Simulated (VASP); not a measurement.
Input:

```yaml
crystal:
  lattice:
    - [3.04129, 0.00000, 0.00000]
    - [0.00000, 3.04129, 0.00000]
    - [0.00000, 0.00000, 3.04129]
  atoms:
    - { symbol: Al, position: [0.50000, 0.50000, 0.50000] }
    - { symbol: Ru, position: [0.00000, 0.00000, 0.00000] }
```

Calculation: vdW-DF-cx, VASP's PBE PAW potentials (set 64) (plane waves; VASP). Run with 520 eV cut-off, 12×12×12 Γ-centred mesh, first-order Methfessel-Paxton smearing of 0.10 eV, potentials Al Ru_pv.

Question: Predict the energy per atom (σ→0), pressure, band gap (on the k-mesh) with the smallest direct gap where there is one.

Answer: 
```
Property                                                    Result
------------------------  ----------------------------------------
band gap (on the k-mesh)  none (metal, semimetal or under 0.01 eV)
energy per atom (σ→0)                               -5.220 eV/atom
pressure                                                -11.21 GPa
```

The compound is RuAl in the CsCl type structure. This cell is one point of a volume scan, at 1.06 of the reference volume. The electron count is odd and the run is not spin-polarised, which forces a metal.
